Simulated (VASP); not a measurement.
Input:

```
PbO
1.0
    3.99951     0.00000     0.00000
    0.00000     3.99951     0.00000
    0.00000     0.00000     5.25982
Pb O
2 2
Direct
  0.45773   0.97946   0.19886
  0.01749   0.52229   0.77169
  0.50528   0.49004   0.99859
  0.01950   0.00821   0.03086
```

Computed with LDA (Ceperley-Alder, Perdew-Zunger), VASP's LDA PAW potentials (set 64) (plane waves; VASP). Numerical set-up: 400 eV cut-off, 7×7×5 Γ-centred mesh, Fermi-Dirac smearing of 0.050 eV, potentials Pb_d O.

At this cut-off the stress carries a Pulay error, which pulls relaxed volumes low.

Question: The ions are relaxed. What does this cell relax into?

Answer: 
```
PbO
1.0
    3.99951     0.00000     0.00000
    0.00000     3.99951     0.00000
    0.00000     0.00000     5.25982
Pb O
2 2
Direct
  0.50008   0.99992   0.22225
  0.99991   0.50008   0.77773
  0.50000   0.49997   0.99995
  0.00000   0.00002   0.00007
```
Space group P4/nmm (129), at a tolerance of 0.03 Å.

Question: How much energy does the relaxation gain?

Answer: The energy (σ→0) changes by -178.6 meV/atom, in 16 ionic steps.

```
step  E(σ→0) (eV)  max force (eV/Å)  pressure (GPa)  volume (Å³)
----  -----------  ----------------  --------------  -----------
1        -23.6775             4.710            1.47        84.14
2        -24.3152             0.617           -5.81        84.14
3        -24.3294             0.506           -5.11        84.14
4        -24.3302             0.495           -5.26        84.14
5        -24.3575             0.333           -4.86        84.14
6        -24.3800             0.377           -4.05        84.14
7        -24.3803             0.414           -3.95        84.14
8        -24.3904             0.090           -4.40        84.14
9        -24.3907             0.088           -4.50        84.14
10       -24.3915             0.033           -4.61        84.14
11       -24.3916             0.040           -4.66        84.14
12       -24.3917             0.007           -4.58        84.14
13       -24.3917             0.010           -4.54        84.14
14       -24.3917             0.008           -4.56        84.14
15       -24.3917             0.010           -4.55        84.14
16       -24.3918             0.003           -4.58        84.14
```

The structure comes from a computed database's PbO entry; how it stands against other phases isn't given here. This run relaxes the ions in a fixed cell. The run is one of a series of settings (EDIFFG = -0.005, IBRION = 2, NSW = 50 against the base run), some of them coarse on purpose.
